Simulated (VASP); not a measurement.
Given:

```
Se
1.0
    2.01408    -3.48849     0.00000
    2.01408     3.48849     0.00000
    0.00000     0.00000     5.05953
Se
3
Direct
  0.00000   0.24615   0.66667
  0.75385   0.75385   0.00000
  0.24615   0.00000   0.33333
```

Method: optB86b-vdW, VASP's PBE PAW potentials (set 64) (plane waves; VASP). Run with 520 eV cut-off, 6×6×5 Γ-centred mesh, Gaussian smearing of 0.050 eV, potentials Se.

Task: The ions and cell shape at fixed volume are relaxed. Predict the relaxed structure.

Result: 
```
Se
1.0
    1.99162    -3.44959     0.00000
    1.99162     3.44959     0.00000
    0.00000     0.00000     5.17429
Se
3
Direct
  0.00000   0.25603   0.66667
  0.74397   0.74397   0.00000
  0.25603   0.00000   0.33333
```
Space group P3_121 (152), at a tolerance of 0.03 Å.

Task: How much energy does the relaxation gain?

Result: The energy (σ→0) changes by -12.0 meV/atom, in 7 ionic steps.

The compound is Se in the trig structure. This cell is one point of a volume scan, at 0.94 of the reference volume. Symmetry was kept, so distortions that lower it aren't found.
